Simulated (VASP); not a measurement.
Input:

```
AlAs
1.0
    0.00000     2.83790     2.83790
    2.83790     0.00000     2.83790
    2.83790     2.83790     0.00000
Al As
1 1
Direct
  0.00000   0.00000   0.00000
  0.75000   0.75000   0.75000
```

The numbers are results of G0W0 on PBE orbitals, VASP's PBE PAW potentials (set 64) (plane waves; VASP 6.6.1), not measurements. Run with PREC = Normal, 350 eV cut-off, 5×5×5 Γ-centred mesh, Gaussian smearing of 0.010 eV, potentials Al_GW As_GW.

The mesh is coarse and the basis finite, so the quasiparticle values are not converged.

The job: AlAs (space group F-43m), 2 atoms, G0W0@PBE, GW step (96 bands), 350 eV, 5×5×5 Γ-centred mesh. Roughly how much core time does it take on a busy server core?

About 8 core-minutes (one run on a shared machine, a rough figure). It had 10 irreducible k-points, 96 bands, up to 688 plane waves and 0 electronic steps.

The structure comes from a computed database's AlAs entry (F-43m); how it stands against other phases isn't given here. The cell was not relaxed at this level.
